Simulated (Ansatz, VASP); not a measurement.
# Cross-check of Si3GeO8 (amorphous 75SiO2-25GeO2 (mol %)) between VASP and Ansatz, part 2 of 2

One calculation is typed for both programs; each brings its own data sets. How far apart do they land? Of the first pair: The structure shown is the start of the Ansatz relaxation below; VASP solves that cell, so the two are compared at the walk's first step.

VASP 6.6.1 and Ansatz 0.2.0.

So far. Step 3 (VASP: single point, PBE, start cell, pair 1): The run ends at a pressure of 1.57 GPa, with forces up to 0.47 eV/Å.

### 6. VASP: single point, PBE, start cell, pair 2

Level of this step: PBE; plane waves and PAW (Si, Ge_d, O) (VASP).

The same cell, functional, mesh and smearing now go to VASP, with its own data sets.

Contents of INCAR:

```
SYSTEM = Si3GeO8
PREC = Accurate
ENCUT = 520
EDIFF = 1E-06
NELM = 120
ISMEAR = 0
SIGMA = 0.05
LREAL = Auto
ALGO = Normal
GGA = PE
NBANDS = 368
LORBIT = 11
LWAVE = .FALSE.
LCHARG = .FALSE.
ISIF = 2
LASPH = .TRUE.
GGA_COMPAT = .FALSE.
EFERMI = MIDGAP
NCORE = 2
```

Contents of POSCAR:

```
Si3GeO8
1.0
   10.9618700000      0.0025500000      0.1751200000
    0.0025800000     11.3346200000     -0.1113800000
    0.1768700000     -0.1113800000     11.5382600000
Si Ge O
24 8 64
Direct
    0.1185439797      0.8220180675      0.6039209509
    0.6364823112      0.4843089594      0.9533223857
    0.3339658336      0.2059323967      0.0513294599
    0.2779412886      0.6917471771      0.0008990716
    0.8753979410      0.6071607365      0.3247305812
    0.4517010578      0.9548488034      0.6069328625
    0.5779771432      0.2815185649      0.3769060656
    0.1055364853      0.1989243740      0.3681208993
    0.7157600851      0.8848438578      0.8986718970
    0.9736989681      0.0046808630      0.2059502205
    0.0377970215      0.7482516852      0.1557272291
    0.2725835425      0.4081566690      0.6814134592
    0.8565710862      0.3541880072      0.4244094631
    0.0505371865      0.1486768120      0.9896214465
    0.5250018614      0.4051900677      0.6205261230
    0.6613311131      0.6444191629      0.1798592770
    0.3292587713      0.3634667377      0.2576491715
    0.4533919246      0.8164578464      0.8241657825
    0.7353669128      0.9991098354      0.6599524885
    0.2595578340      0.1533920906      0.5827162019
    0.0671216093      0.0657428812      0.7285126272
    0.3247237753      0.8597964000      0.4093510196
    0.4396055363      0.3348661316      0.8556414631
    0.7164231590      0.9207020999      0.1565390082
    0.3799481611      0.6301656931      0.2393386293
    0.8776491243      0.3704856508      0.9377991809
    0.8991703953      0.6649576791      0.9277742282
    0.6453842765      0.6221692313      0.7173419142
    0.8593169812      0.2429307168      0.6708441336
    0.1415099904      0.6247214921      0.7716068324
[... 60 atom lines left out ...]
    0.9452354560      0.7495434954      0.0475942232
    0.1967861869      0.1668460282      0.0120141264
    0.3461913895      0.7938373148      0.9241074966
    0.5417486481      0.3153392970      0.5111560554
    0.2079263247      0.1091565184      0.7081870052
    0.6265785092      0.5106319760      0.6106768058
```

Contents of KPOINTS:

```
Automatic mesh
0
Gamma
1 1 1
0 0 0
```

The projector-augmented-wave data sets are Si, Ge_d and O (PBE family, release 64).

The run is started by

```bash
$ mpirun -np 8 vasp_gam
```

Numbers of over 12 decimals in the logs are rounded to 6 here.

Output:

```text
[... set-up lines as in an earlier step ...]
 entering main loop
       N       E                     dE             d eps       ncg     rms          rms(c)
DAV:   1     0.145835773613E+05    0.14584E+05   -0.23492E+05  1032   0.265E+03
DAV:   2     0.206817775387E+04   -0.12515E+05   -0.11673E+05   880   0.834E+02
DAV:   3    -0.552403016398E+03   -0.26206E+04   -0.25054E+04   824   0.296E+02
DAV:   4    -0.804737111313E+03   -0.25233E+03   -0.24837E+03   888   0.108E+02
[...]
DAV:  16    -0.715984339879E+03    0.70295E-05   -0.51554E-05  1144   0.227E-02    0.683E-03
DAV:  17    -0.715984338717E+03    0.11621E-05   -0.10993E-05   928   0.998E-03    0.611E-03
DAV:  18    -0.715984337784E+03    0.93277E-06   -0.88840E-07   568   0.725E-03
   1 F= -.71598434E+03 E0= -.71598434E+03  d E =0.000000E+00
```

Parts of OUTCAR (step 6):

```text
  Total      -27.5390699     -6.4228813     -6.2705744      0.4098234      0.1897040      0.2674809
  in kB      -30.7875794     -7.1805245     -7.0102515      0.4581661      0.2120815      0.2990330
  external PRESSURE =     -14.9927852 kB  Pullay stress =       0.0000000 kB

 POSITION                                       TOTAL-FORCE (eV/Angst)
 -----------------------------------------------------------------------------------
[...]
8.56490      8.38740     10.38120         0.198943     -0.121409      0.072145
      0.40170      9.89160      2.48640        -0.069122      0.075417     -0.023309
      0.04960      7.31390      2.82560        -0.250769     -0.071105      0.104949
      4.33070      1.25030      1.65050         0.035649     -0.011539      0.073679
      8.03060      3.53740      4.22430        -0.099046     -0.009878      0.145540
      5.95530      7.17160      3.08460        -0.152252      0.014572     -0.184332
      3.84190     11.01340      3.71460         0.199438      0.132357     -0.104809
      3.44800      4.06010      9.39180         0.338860     -0.063402      0.091174
     10.82150      3.09210      4.69310         0.009681      0.012395      0.013212
      9.01740      8.06260      4.75470         0.084263     -0.000149      0.043540
      8.16220     10.79670      0.25880        -0.045551      0.001245      0.002412
      4.44640     10.15670      8.37440         0.106546     -0.019583      0.015954
      8.18160      1.55470      7.76870         0.264479      0.189843      0.003740
[...]
-----------------------------------------------------------------------------------
    total drift:                                0.013419      0.001957     -0.012255

  FREE ENERGIE OF THE ION-ELECTRON SYSTEM (eV)
  ---------------------------------------------------
  free  energy   TOTEN  =      -715.9843377845 eV

  energy  without entropy=     -715.9843377845  energy(sigma->0) =     -715.98433778

[... 1 part as in an earlier step ...]

[... 2 further parts left out ...]
[key lines of the parts left out:]
E-fermi :   1.9122
```

The run ends at a pressure of -1.50 GPa, with forces up to 0.42 eV/Å.

### 7. Comparison

Forces on 10 of the 96 atoms, those with the largest forces and the largest differences (eV/Å; atoms numbered as in POSCAR):

| atom | Ansatz x, y, z | VASP x, y, z |
| --- | --- | --- |
| Si6 | 0.377, 0.089, 0.081 | 0.402, 0.111, 0.073 |
| Si9 | -0.364, -0.057, -0.088 | -0.353, -0.034, -0.087 |
| Si19 | -0.357, -0.142, -0.138 | -0.371, -0.138, -0.149 |
| Si21 | 0.238, 0.209, -0.155 | 0.208, 0.170, -0.126 |
| O43 | 0.355, -0.057, 0.084 | 0.339, -0.063, 0.091 |
| O67 | 0.210, 0.022, -0.031 | 0.153, 0.077, 0.003 |
| O70 | 0.017, -0.018, -0.010 | 0.025, -0.079, 0.069 |
| O77 | 0.363, 0.070, 0.032 | 0.368, 0.075, 0.029 |
| O91 | 0.124, 0.006, 0.108 | 0.092, -0.036, 0.040 |
| O95 | -0.384, -0.117, -0.011 | -0.364, -0.116, 0.015 |

The forces differ by 24 meV/Å r.m.s., which is 19.3 % of the r.m.s. force of 0.127 eV/Å (both taken over all components).

### 8. Ansatz: single point, PBE, pair 3

With cell and atoms fixed, the geometry can't cause a difference; cores, projectors, grids and the points listed under the comparison can. The cell compared in this pair holds 1469.22 Å³, against 1433.13 Å³ for the pair before.

The cell is taken from a series of runs on this material, whose earlier steps may have relaxed, scaled, displaced or heated it; both programs get it as it stands.

Contents of input.yaml:

```yaml
crystal:
  lattice:
    - [11.3683, 0.0, 0.0]
    - [0.0, 11.3683, 0.0]
    - [0.0, 0.0, 11.3683]
  atoms:
    - { symbol: Si, position: [0.11292, 0.8444, 0.58818] }
    - { symbol: Si, position: [0.63178, 0.48784, 0.96342] }
    - { symbol: Si, position: [0.31906, 0.20093, 0.05363] }
    - { symbol: Si, position: [0.28807, 0.68816, 0.00792] }
    - { symbol: Si, position: [0.88235, 0.60088, 0.30929] }
    - { symbol: Si, position: [0.44333, 0.96147, 0.62015] }
    - { symbol: Si, position: [0.57982, 0.26554, 0.37878] }
    - { symbol: Si, position: [0.1005, 0.1887, 0.37531] }
    - { symbol: Si, position: [0.72945, 0.88997, 0.89282] }
    - { symbol: Si, position: [0.97362, 0.99554, 0.22075] }
    - { symbol: Si, position: [0.0494, 0.74338, 0.14914] }
    - { symbol: Si, position: [0.28302, 0.42506, 0.66655] }
    - { symbol: Si, position: [0.85821, 0.34394, 0.409] }
    - { symbol: Si, position: [0.04502, 0.14499, 0.99893] }
    - { symbol: Si, position: [0.53165, 0.39719, 0.61556] }
    - { symbol: Si, position: [0.65391, 0.65148, 0.17946] }
    - { symbol: Si, position: [0.32429, 0.35034, 0.26732] }
    - { symbol: Si, position: [0.47048, 0.81278, 0.83856] }
    - { symbol: Si, position: [0.71865, 0.0059, 0.63973] }
    - { symbol: Si, position: [0.25423, 0.16425, 0.59873] }
    - { symbol: Si, position: [0.06506, 0.0772, 0.73957] }
    - { symbol: Si, position: [0.32244, 0.85425, 0.40921] }
    - { symbol: Si, position: [0.43532, 0.33326, 0.85908] }
    - { symbol: Si, position: [0.71865, 0.92774, 0.15484] }
    - { symbol: Ge, position: [0.387, 0.61552, 0.26052] }
    - { symbol: Ge, position: [0.8654, 0.3686, 0.94206] }
    - { symbol: Ge, position: [0.90632, 0.66429, 0.91476] }
    - { symbol: Ge, position: [0.65131, 0.62224, 0.71275] }
    - { symbol: Ge, position: [0.84662, 0.25055, 0.66882] }
    - { symbol: Ge, position: [0.14934, 0.63809, 0.76124] }
[... 60 atom lines left out ...]
    - { symbol: O, position: [0.96139, 0.72885, 0.03956] }
    - { symbol: O, position: [0.18463, 0.16667, 0.02564] }
    - { symbol: O, position: [0.38121, 0.77404, 0.94005] }
    - { symbol: O, position: [0.55253, 0.31494, 0.50751] }
    - { symbol: O, position: [0.19263, 0.13694, 0.72273] }
    - { symbol: O, position: [0.62363, 0.4997, 0.62802] }
kpoints:
  mp_grid: { grid: [1, 1, 1] }
hamiltonian:
  xc: pbe
scf:
  occupations: { method: gaussian, width: 0.05 }
output:
  forces: true
```

The run is started by

```bash
$ ansatz run input.yaml --threads 4 --pin off --max-ram 8192MiB --backend cpu --events-out ev --progress --plain --runs-dir out
```

Output:

```text
[...]
Crystal: 96 atoms, lattice volume = 1469.219 Å³
Basis set: ecut = 420 eV, 28545 PW (Γ), exchange–correlation on 160×160×160 points (8 copies of the dense FFT grid, shifted against one another)
Bands: 392, of which v1, the nominal top of the filled ones, is band 296 counted from 1 (295 counted from 0)
Symmetry: 1 space group operations
[...]
k-points: 1
[...]
atom   5  Si    -0.44073519     1.25468582    -0.28308180
  atom   6  Si    -0.45375144    -0.18816117     0.15689490
  atom   7  Si    -0.62811322     1.24808836    -1.21607774
  atom   8  Si     0.59161702     1.62958177    -0.15734101
[...]
atom  93  O     -0.26462771     0.51703292     0.68762748
  atom  94  O      0.40726274    -0.97135875    -0.04966452
  atom  95  O      0.43881017     0.09181787     1.01620195
  atom  96  O      1.47520776     0.34242035    -1.29825424
  max |Σ_I F_I| component: 5.65e-5 eV/Å
[key lines of the parts left out:]
SCF converged after 9 iterations
Free energy (F): -86002.614425 eV
Fermi energy:    3.633108 eV
```

### 9. VASP: single point, PBE, pair 3

The same cell, functional, mesh and smearing now go to VASP, with its own data sets.

INCAR is that of step 6.

Contents of POSCAR:

```
Si3GeO8
1.0
   11.3683000000      0.0000000000      0.0000000000
    0.0000000000     11.3683000000      0.0000000000
    0.0000000000      0.0000000000     11.3683000000
Si Ge O
24 8 64
Direct
    0.1129200000      0.8444000000      0.5881800000
    0.6317800000      0.4878400000      0.9634200000
    0.3190600000      0.2009300000      0.0536300000
    0.2880700000      0.6881600000      0.0079200000
    0.8823500000      0.6008800000      0.3092900000
    0.4433300000      0.9614700000      0.6201500000
    0.5798200000      0.2655400000      0.3787800000
    0.1005000000      0.1887000000      0.3753100000
    0.7294500000      0.8899700000      0.8928200000
    0.9736200000      0.9955400000      0.2207500000
    0.0494000000      0.7433800000      0.1491400000
    0.2830200000      0.4250600000      0.6665500000
    0.8582100000      0.3439400000      0.4090000000
    0.0450200000      0.1449900000      0.9989300000
    0.5316500000      0.3971900000      0.6155600000
    0.6539100000      0.6514800000      0.1794600000
    0.3242900000      0.3503400000      0.2673200000
    0.4704800000      0.8127800000      0.8385600000
    0.7186500000      0.0059000000      0.6397300000
    0.2542300000      0.1642500000      0.5987300000
    0.0650600000      0.0772000000      0.7395700000
    0.3224400000      0.8542500000      0.4092100000
    0.4353200000      0.3332600000      0.8590800000
    0.7186500000      0.9277400000      0.1548400000
    0.3870000000      0.6155200000      0.2605200000
    0.8654000000      0.3686000000      0.9420600000
    0.9063200000      0.6642900000      0.9147600000
    0.6513100000      0.6222400000      0.7127500000
    0.8466200000      0.2505500000      0.6688200000
    0.1493400000      0.6380900000      0.7612400000
[... 60 atom lines left out ...]
    0.9613900000      0.7288500000      0.0395600000
    0.1846300000      0.1666700000      0.0256400000
    0.3812100000      0.7740400000      0.9400500000
    0.5525300000      0.3149400000      0.5075100000
    0.1926300000      0.1369400000      0.7227300000
    0.6236300000      0.4997000000      0.6280200000
```

KPOINTS is that of step 6.

The run is started by

```bash
$ mpirun -np 8 vasp_gam
```

Output:

```text
[... set-up lines as in an earlier step ...]
 entering main loop
       N       E                     dE             d eps       ncg     rms          rms(c)
DAV:   1     0.147746735749E+05    0.14775E+05   -0.23380E+05  1032   0.265E+03
DAV:   2     0.210884145831E+04   -0.12666E+05   -0.11800E+05   888   0.839E+02
DAV:   3    -0.543174749963E+03   -0.26520E+04   -0.25387E+04   816   0.299E+02
DAV:   4    -0.808066788784E+03   -0.26489E+03   -0.26102E+03   888   0.111E+02
[...]
DAV:  18    -0.710714111438E+03    0.16159E-05   -0.92634E-06   864   0.890E-03    0.114E-02
DAV:  19    -0.710714109810E+03    0.16286E-05   -0.36346E-06   720   0.966E-03    0.534E-03
DAV:  20    -0.710714109092E+03    0.71814E-06   -0.23000E-06   616   0.761E-03
   1 F= -.71071411E+03 E0= -.71071411E+03  d E =0.000000E+00
```

Parts of OUTCAR (step 9):

```text
  Total       12.2041795     49.2933143     45.5812568     -0.5513552      2.4531180      8.9840041
[...]
9.03734      8.68072     10.04412        -0.068481     -0.672854     -0.562760
      0.34230      9.86780      2.37700         0.775561      0.198680      0.818812
      0.01773      7.33517      2.76704         0.721750     -0.626504      0.547465
      4.40647      1.30826      1.64045        -0.046970     -0.810073     -0.396714
      8.22030      3.39503      4.08236         0.299817     -0.024824     -0.356802
      6.14059      7.15362      2.98884         0.178695     -0.095450      1.035724
      4.22457     10.85923      3.64593        -0.801465      0.086094     -0.482215
      3.62035      4.41829      9.11363        -1.376047      0.353772      0.933298
     11.12297      3.02488      4.34815        -0.266083      0.335245     -0.218043
      9.52470      7.94826      4.58574        -0.392746      0.205958     -0.181300
      8.60319     10.76703      0.20395         0.579630      1.174008      0.570717
      4.70216     10.28570      8.49451        -1.162476      0.414727      0.374781
      8.50735      1.60918      7.19795        -1.151194      0.477630     -0.765301
      3.63058      5.52488      3.41140        -1.083382      1.193599      0.992907
[...]
-----------------------------------------------------------------------------------
    total drift:                                0.011613     -0.010258     -0.009775

  FREE ENERGIE OF THE ION-ELECTRON SYSTEM (eV)
  ---------------------------------------------------
  free  energy   TOTEN  =      -710.7141090916 eV

  energy  without entropy=     -710.7141090916  energy(sigma->0) =     -710.71410909

[... 1 part as in an earlier step ...]

[... 1 further part left out ...]
[key lines of the parts left out:]
E-fermi :   2.0450
```

The run ends at a pressure of 3.89 GPa, with forces up to 3.6 eV/Å.

### 10. Side by side

Both answers:

| quantity | Ansatz | VASP | difference |
| --- | --- | --- | --- |
| gap on the k mesh (eV) | 3.897 | 3.886 | +0.011 |

Forces on 10 of the 96 atoms, those with the largest forces and the largest differences (eV/Å; atoms numbered as in POSCAR):

| atom | Ansatz x, y, z | VASP x, y, z |
| --- | --- | --- |
| Si12 | 2.914, -1.394, 1.567 | 2.855, -1.385, 1.547 |
| Si15 | -2.657, 0.439, 2.505 | -2.629, 0.405, 2.462 |
| Si17 | 1.084, -2.309, 0.020 | 1.070, -2.311, 0.047 |
| Si18 | 1.988, -0.890, -1.235 | 1.950, -0.889, -1.205 |
| Si19 | 0.287, -1.446, 1.875 | 0.273, -1.438, 1.868 |
| Si23 | 0.405, 1.433, -2.491 | 0.418, 1.404, -2.452 |
| O48 | -1.222, 0.388, -0.791 | -1.151, 0.478, -0.765 |
| O70 | -0.153, 1.400, 0.359 | -0.157, 1.320, 0.478 |
| O89 | -1.700, 0.170, -1.032 | -1.726, 0.253, -0.981 |
| O91 | -0.333, 0.612, 0.306 | -0.381, 0.563, 0.206 |

The forces differ by 32 meV/Å r.m.s., which is 4.1 % of the r.m.s. force of 0.784 eV/Å (both taken over all components). A gap on the mesh is an upper bound, since the band edges may lie between its points.

### 11. Results

```yaml
r_m_s_force_difference_single_point_pbe_start_cell_pair_1: 27 meV/Å
r_m_s_force_difference_single_point_pbe_start_cell_pair_2: 24 meV/Å
r_m_s_force_difference_single_point_pbe_pair_3: 4.1 % of the r.m.s. force
```

What this shows: The r.m.s. force difference is 27 meV/Å (single point, PBE, start cell, pair 1), beyond the 12 meV/Å picked in this series as the mark of a large difference. What causes the difference of the single point, PBE, start cell, pair 1 pair stays open here. What causes the difference of the single point, PBE, start cell, pair 2 pair stays open here. What causes the difference of the single point, PBE, pair 3 pair stays open here. 4 further pairs of this series are not shown here. Such differences can come from data sets, numerical settings and the points named under the comparisons, not from the functional's error against experiment.

[Lines on the potential files, build, host, timing and source positions are cut from VASP's logs without a mark.]

[Logs are printed without paths, hosts, clocks, repeated set-up lines and the standing remarks that a program may print on its own settings, such as how far it seeks lower states.]

[Hosts, paths, dates, database ids (printed as entryN), source tags and the programs' standing remarks are cut or masked in the printed files.]
